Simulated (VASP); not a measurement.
```
CELL_PARAMETERS angstrom
      4.96126     0.00000     0.00000
      3.30751     3.69790     0.00000
      0.00000     0.00000    23.91440
ATOMIC_POSITIONS crystal
  Ag 0.65000 0.65000 0.32955
  Ag 0.95000 0.95000 0.36743
  Ag 0.25000 0.25000 0.40531
  Ag 0.55000 0.55000 0.44318
  Ag 0.85000 0.85000 0.48106
  Ag 0.15000 0.15000 0.51894
  Ag 0.45000 0.45000 0.55681
  Ag 0.75000 0.75000 0.59469
  Ag 0.05000 0.05000 0.63257
  Ag 0.35000 0.35000 0.67044
```

Calculation: PBEsol GGA, VASP's PBE PAW potentials (set 64) (plane waves; VASP). Numerical set-up: PREC = Normal, EDIFF = 1E-5, 400 eV cut-off, 8×8×1 Γ-centred mesh, first-order Methfessel-Paxton smearing of 0.10 eV, potentials Ag.

The ions are relaxed. Give the cell that the relaxation ends in.

```
CELL_PARAMETERS angstrom
      4.96126     0.00000     0.00000
      3.30751     3.69790     0.00000
      0.00000     0.00000    23.91440
ATOMIC_POSITIONS crystal
  Ag 0.64665 0.64665 0.33496
  Ag 0.94970 0.94970 0.36694
  Ag 0.25256 0.25256 0.40308
  Ag 0.54758 0.54758 0.44388
  Ag 0.84846 0.84846 0.48121
  Ag 0.15154 0.15154 0.51879
  Ag 0.45242 0.45242 0.55612
  Ag 0.74744 0.74744 0.59692
  Ag 0.05030 0.05030 0.63306
  Ag 0.35335 0.35335 0.66504
```

How much energy does the relaxation gain?

The energy (σ→0) changes by -8.7 meV/atom, in 10 ionic steps.

```json
[
 {"step": "1", "E(σ→0) (eV)": "-30.2036", "max force (eV/Å)": "0.488", "pressure (GPa)": "-1.30", "volume (Å³)": "438.74"},
 {"step": "2", "E(σ→0) (eV)": "-30.2372", "max force (eV/Å)": "0.382", "pressure (GPa)": "-1.24", "volume (Å³)": "438.74"},
 {"step": "3", "E(σ→0) (eV)": "-30.2774", "max force (eV/Å)": "0.170", "pressure (GPa)": "-1.02", "volume (Å³)": "438.74"},
 {"step": "4", "E(σ→0) (eV)": "-30.2776", "max force (eV/Å)": "0.181", "pressure (GPa)": "-1.01", "volume (Å³)": "438.74"},
 {"step": "5", "E(σ→0) (eV)": "-30.2844", "max force (eV/Å)": "0.099", "pressure (GPa)": "-0.98", "volume (Å³)": "438.74"},
 {"step": "6", "E(σ→0) (eV)": "-30.2879", "max force (eV/Å)": "0.070", "pressure (GPa)": "-0.94", "volume (Å³)": "438.74"},
 {"step": "7", "E(σ→0) (eV)": "-30.2895", "max force (eV/Å)": "0.038", "pressure (GPa)": "-0.90", "volume (Å³)": "438.74"},
 {"step": "8", "E(σ→0) (eV)": "-30.2900", "max force (eV/Å)": "0.044", "pressure (GPa)": "-0.85", "volume (Å³)": "438.74"},
 {"step": "9", "E(σ→0) (eV)": "-30.2908", "max force (eV/Å)": "0.032", "pressure (GPa)": "-0.81", "volume (Å³)": "438.74"},
 {"step": "10", "E(σ→0) (eV)": "-30.2911", "max force (eV/Å)": "0.024", "pressure (GPa)": "-0.76", "volume (Å³)": "438.74"}
]
```

The cell is a thin slab with vacuum, built from Ag (fcc): (210) face.
